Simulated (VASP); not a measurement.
Calculation: PBEsol GGA, VASP's PBE PAW potentials (set 64) (plane waves; VASP).

VASP ran on this input.

POSCAR:
```
NiSi2
1.0
  0.0000000000   2.6949412394   2.6949412394
  2.6949412394   0.0000000000   2.6949412394
  2.6949412394   2.6949412394   0.0000000000
Si Ni
2 1
Direct
  0.2500000000   0.2500000000   0.2500000000
  0.7500000000   0.7500000000   0.7500000000
  0.0000000000   0.0000000000   0.0000000000
```

### INCAR
```
SYSTEM = NiSi2
PREC = Accurate
ENCUT = 520
EDIFF = 1E-6
NELM = 100
ALGO = Normal
LREAL = .FALSE.
LASPH = .TRUE.
ISMEAR = 1
SIGMA = 0.1
GGA = PS
LMAXMIX = 4
LWAVE = .FALSE.
LCHARG = .FALSE.
IBRION = 2
ISIF = 3
NSW = 60
EDIFFG = -0.02
```

KPOINTS:
```
kpoints
0
gamma
  9 9 9
0 0 0
```

POTCAR, in this order: Si Ni (PBE.64 set). Program: vasp_std.

Problem. What will the output report for the number of irreducible k-points (NKPTS), largest plane-wave count, number of space-group operations, FFT grid (NGX, NGY, NGZ)?

Solution. 
| Quantity | Value |
|---|---|
| number of irreducible k-points (NKPTS) | 35 |
| largest plane-wave count | 1067 |
| number of space-group operations | 48 |
| FFT grid (NGX, NGY, NGZ) | 28 × 28 × 28 |

The compound is NiSi2 in the fluorite structure. This run relaxes it. Symmetry was kept, so distortions that lower it aren't found. The start is the result of an earlier pass. The run is not spin-polarised, so no magnetic state was tried.
